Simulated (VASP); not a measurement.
Consider the following.

```
CELL_PARAMETERS angstrom
      0.00000     1.79198     1.79198
      1.79198     0.00000     1.79198
      1.79198     1.79198     0.00000
ATOMIC_POSITIONS crystal
  Cu 0.00000 0.00000 0.00000
```

Computed with TPSS meta-GGA, VASP's PBE PAW potentials (set 64) (plane waves; VASP). Run with 520 eV cut-off, 19×19×19 Γ-centred mesh, tetrahedra with Blöchl corrections, potentials Cu.

Problem. Tabulate the total density of states (states/eV per cell) against energy (eV; zero at the valence-band maximum or, without a gap, the Fermi level).

Solution. 
```
E (eV) | DOS (states/eV)
    -9.91 |  0.00
    -9.69 |  0.00
    -9.59 |  0.00
    -9.37 |  0.03
    -9.26 |  0.04
    -9.05 |  0.05
    -8.94 |  0.06
    -8.72 |  0.07
    -8.51 |  0.08
    -8.40 | # 0.08
    -8.18 | # 0.09
    -8.08 | # 0.10
    -7.86 | # 0.11
    -7.75 | # 0.11
    -7.54 | # 0.12
    -7.32 | # 0.13
    -7.21 | # 0.14
    -7.00 | # 0.15
    -6.89 | # 0.16
    -6.67 | # 0.17
    -6.57 | # 0.18
    -6.35 | # 0.20
    -6.13 | # 0.23
    -6.03 | # 0.25
    -5.81 | ## 0.29
    -5.70 | ## 0.32
    -5.49 | ### 0.42
    -5.38 | ### 0.50
    -5.16 | ##### 0.84
    -4.95 | ####### 1.18
    -4.84 | ####### 1.23
    -4.62 | ######### 1.41
    -4.51 | ########### 1.81
    -4.30 | ############### 2.39
    -4.19 | ############# 2.07
    -3.98 | ############## 2.25
    -3.76 | ########### 1.87
    -3.65 | ############## 2.38
    -3.44 | ################### 3.07
    -3.33 | #################### 3.22
    -3.11 | ######################## 4.00
    -3.00 | ######################### 4.19
    -2.79 | ################# 2.81
    -2.68 | ############### 2.52
    -2.46 | ###################### 3.55
    -2.25 | ################### 3.18
    -2.14 | ################### 3.07
    -1.92 | ##################### 3.45
    -1.82 | ############################## 4.94
    -1.60 | ########### 1.82
    -1.49 | ### 0.49
    -1.28 | ## 0.39
    -1.06 | ## 0.35
    -0.95 | ## 0.36
    -0.74 | ## 0.35
    -0.63 | ## 0.32
    -0.41 | ## 0.31
    -0.31 | ## 0.31
    -0.09 | ## 0.31
     0.13 | ## 0.29
     0.23 | ## 0.29
     0.45 | ## 0.28
     0.56 | ## 0.27
     0.77 | ## 0.27
     0.88 | ## 0.27
     1.10 | ## 0.27
     1.31 | ## 0.26
     1.42 | ## 0.26
     1.64 | ## 0.26
     1.75 | ## 0.25
     1.96 | # 0.24
     2.07 | # 0.24
     2.28 | # 0.22
     2.50 | # 0.21
     2.61 | # 0.21
     2.82 | # 0.19
     2.93 | # 0.19
     3.15 | # 0.17
     3.25 | # 0.17
     3.47 | # 0.16
```
Within 2 eV below the Fermi level the largest weight inside VASP's projection spheres is Cu d.

The compound is Cu in the fcc structure. It was relaxed first.
